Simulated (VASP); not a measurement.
Input for VASP

### POSCAR
```
BAs
1
    0.0000000000     2.4125180135     2.4125180135
    2.4125180135     0.0000000000     2.4125180135
    2.4125180135     2.4125180135     0.0000000000
B As
1 1
Direct
  0.0000000000   0.0000000000   0.0000000000
  0.2500000000   0.2500000000   0.2500000000
```

File KPOINTS:
```
kpoints
0
gamma
  11 11 11
0 0 0
```

### INCAR
```
SYSTEM  =  BAs
PREC  =  Accurate; ENCUT  =  520; LREAL  =  F
LASPH  =  T
EDIFF  =  1E-7; NELM  =  100; ALGO  =  Normal
LMAXMIX  =  4
ISMEAR  =  -5
GGA  =  BO; LUSE_VDW  =  T; AGGAC  =  0.0
PARAM1  =  0.1833333333; PARAM2  =  0.22
ISIF  =  2
LWAVE  =  F; LCHARG  =  T; LORBIT  =  11
NEDOS  =  601
```

POTCAR, in this order: B As (PBE.64 set). Program: vasp_std.

### Question
Write an equivalent input for Quantum ESPRESSO's pw.x.

### Answer
One equivalent input (not run):
```
&CONTROL
  calculation = 'scf'
  pseudo_dir = './pseudo'
  outdir = './out'
  tprnfor = .true.
  tstress = .true.
/
&SYSTEM
  ibrav = 0
  nat = 2
  ntyp = 2
  ecutwfc = 84
  occupations = 'tetrahedra'
  input_dft = 'vdw-df-obk8'
/
&ELECTRONS
  conv_thr = 7.3e-09
  electron_maxstep = 100
/
ATOMIC_SPECIES
  B 10.810 B.upf
  As 74.922 As.upf
CELL_PARAMETERS angstrom
     0.0000000    2.4125180    2.4125180
     2.4125180    0.0000000    2.4125180
     2.4125180    2.4125180    0.0000000
ATOMIC_POSITIONS crystal
  B    0.0000000  0.0000000  0.0000000
  As   0.2500000  0.2500000  0.2500000
K_POINTS automatic
  11 11 11 0 0 0
```
The two are equivalent in intent, not identical: the potentials are each code's own (VASP's PAW set, PseudoDojo norm-conserving files in pw.x), so ENCUT and ecutwfc are chosen apart and not converted; conv_thr bounds pw.x's estimated SCF error, while EDIFF bounds the energy change between steps.

The compound is BAs in the zinc blende structure. It was relaxed first.
